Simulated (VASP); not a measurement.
The input files of a VASP run:

### INCAR
```
# general
SYSTEM =W
PREC   =Accurate
ENCUT  =520
LREAL  =.False.   # projection in real space or not
LASPH  =.True.   # aspherical one-centre terms

# electronic loop
EDIFF  =1E-7   # SCF stop (eV)
NELM   =100   # most electronic steps
ALGO   =Normal   # blocked Davidson
LMAXMIX=6

# smearing
ISMEAR =1
SIGMA  =0.1   # width (eV)

# functional
GGA    =PS

# ions
ISIF   =2

# output
LWAVE  =.False.
LCHARG =.False.
```

POSCAR:
```
W
1
   -1.5463937255     1.5463937255     1.5463937255
    1.5463937255    -1.5463937255     1.5463937255
    1.5463937255     1.5463937255    -1.5463937255
W
1
Direct
  0.0000000000   0.0000000000   0.0000000000
```

**KPOINTS**
```
kpoints
0
gamma
16 16 16
```

POTCAR, in this order: W_sv (PBE.64 set). Program: vasp_std.

Task: Translate this PBEsol calculation to Ansatz.

Result: One equivalent input (not run):
Ansatz 0.2 input:
```yaml
crystal:
  lattice:
    - [-1.5463937, 1.5463937, 1.5463937]
    - [1.5463937, -1.5463937, 1.5463937]
    - [1.5463937, 1.5463937, -1.5463937]
  atoms:
    - { symbol: W, position: [0.0000000, 0.0000000, 0.0000000] }
kpoints:
  mp_grid: { grid: [16, 16, 16] }
hamiltonian:
  xc: pbesol
  pseudopotentials: { kind: paw }
scf:
  occupations: { method: methfessel_paxton, width: 0.1 }
  max_iter: 100
output: { forces: true, stress: true, eigenvalues: true }
```
The two are equivalent in intent, not identical: each code has its own PAW files, so the cut-off isn't converted (ENCUT is set for VASP's; basis.ecutwfc is left out, and Ansatz then takes the one that its files recommend); Ansatz stops its SCF on the density residual and VASP on the energy change (EDIFF).

The compound is W in the bcc structure. This cell is one point of a volume scan, at 0.94 of the reference volume.
